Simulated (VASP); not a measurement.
Method: PBE GGA with D4 dispersion, VASP's PBE PAW potentials (set 64) (plane waves; VASP 6.6.1).

A VASP calculation is set up with these files.

File KPOINTS:
```
K-points
0
Gamma
 8 8 8
0 0 0
```

File POSCAR:
```
SnTe
1
    0.0000000000     3.1514942008     3.1514942008
    3.1514942008     0.0000000000     3.1514942008
    3.1514942008     3.1514942008     0.0000000000
Sn Te
1 1
Direct
  0.0000000000   0.0000000000   0.0000000000
  0.5000000000   0.5000000000   0.5000000000
```

**INCAR**
```
# general
SYSTEM  = SnTe
PREC    = Accurate
ENCUT   = 520
LREAL   = .FALSE.   # projection in real space or not
LASPH   = .TRUE.

# electronic loop
EDIFF   = 1E-7   # SCF stop (eV)
NELM    = 100
ALGO    = Normal   # blocked Davidson
LMAXMIX = 4   # l cut-off of mixed one-centre charges

# smearing
ISMEAR  = -5

# functional
GGA     = PE   # PBE
IVDW    = 13   # D4

# ions
ISIF    = 2   # forces and stress, cell fixed

# output
LWAVE   = .FALSE.
LCHARG  = .TRUE.
LORBIT  = 11
NEDOS   = 601   # DOS grid
```

POTCAR, in this order: Sn_d Te (PBE.64 set). Program: vasp_std.

Output of the run:

### OSZICAR
```
       N       E                     dE             d eps       ncg     rms          rms(c)
DAV:   1     0.124189176264E+03    0.12419E+03   -0.98616E+03   818   0.164E+03
DAV:   2     0.307798202684E+01   -0.12111E+03   -0.11928E+03   824   0.367E+02
DAV:   3    -0.731923073670E+01   -0.10397E+02   -0.10361E+02  1070   0.992E+01
DAV:   4    -0.758073241808E+01   -0.26150E+00   -0.26141E+00   898   0.170E+01
DAV:   5    -0.759187504375E+01   -0.11143E-01   -0.11142E-01  1168   0.342E+00    0.477E+00
DAV:   6    -0.753997214320E+01    0.51903E-01   -0.12814E-01  1022   0.278E+00    0.299E+00
DAV:   7    -0.754129641715E+01   -0.13243E-02   -0.54347E-02  1002   0.138E+00    0.769E-01
DAV:   8    -0.754142052771E+01   -0.12411E-03   -0.76434E-03   968   0.828E-01    0.184E-01
DAV:   9    -0.754154262587E+01   -0.12210E-03   -0.55964E-04  1016   0.273E-01    0.328E-02
DAV:  10    -0.754154583071E+01   -0.32048E-05   -0.78646E-05   936   0.890E-02    0.159E-02
DAV:  11    -0.754155175158E+01   -0.59209E-05   -0.40792E-05   884   0.584E-02    0.236E-02
DAV:  12    -0.754155111705E+01    0.63453E-06   -0.31528E-06  1010   0.148E-02    0.124E-02
DAV:  13    -0.754155052821E+01    0.58884E-06   -0.61699E-07   920   0.632E-03    0.264E-03
DAV:  14    -0.754155055220E+01   -0.23994E-07   -0.48772E-07   838   0.849E-03
   1 F= -.84218558E+01 E0= -.84218558E+01  d E =0.000000E+00
```

OUTCAR:
```
------------------------ aborting loop because EDIFF is reached ----------------------------------------
  Edisp (eV):   -0.88031
  FORCE on cell =-STRESS in cart. coord.  units (eV):
  Direction    XX          YY          ZZ          XY          YZ          ZX
  --------------------------------------------------------------------------------------
  Total       0.02086     0.02086     0.02086     0.00000     0.00000     0.00000
  in kB       0.53386     0.53386     0.53386     0.00000     0.00000     0.00000
  external pressure =        0.53 kB  Pullay stress =        0.00 kB
  volume of cell :       62.60
      direct lattice vectors                 reciprocal lattice vectors
     0.000000000  3.151494201  3.151494201    -0.158654901  0.158654901  0.158654901
     3.151494201  0.000000000  3.151494201     0.158654901 -0.158654901  0.158654901
     3.151494201  3.151494201  0.000000000     0.158654901  0.158654901 -0.158654901
 POSITION                                       TOTAL-FORCE (eV/Angst)
 -----------------------------------------------------------------------------------
      0.00000      0.00000      0.00000         0.000000      0.000000      0.000000
      3.15149      3.15149      3.15149        -0.000000      0.000000     -0.000000
 -----------------------------------------------------------------------------------
    total drift:                               -0.000000      0.000000      0.000000
  FREE ENERGIE OF THE ION-ELECTRON SYSTEM (eV)
  ---------------------------------------------------
  free  energy   TOTEN  =        -8.4218557933 eV

  energy  without entropy=       -8.4218557933  energy(sigma->0) =       -8.42185579

 total charge

# of ion       s       p       d       tot
------------------------------------------
    1        1.368   0.737   9.985  12.090
    2        1.384   1.967   0.030   3.382
--------------------------------------------------
tot          2.752   2.705  10.015  15.472
```
(Selected blocks of OUTCAR.)

The compound is SnTe in the rock salt structure, which distorts at low temperature. It was relaxed first.
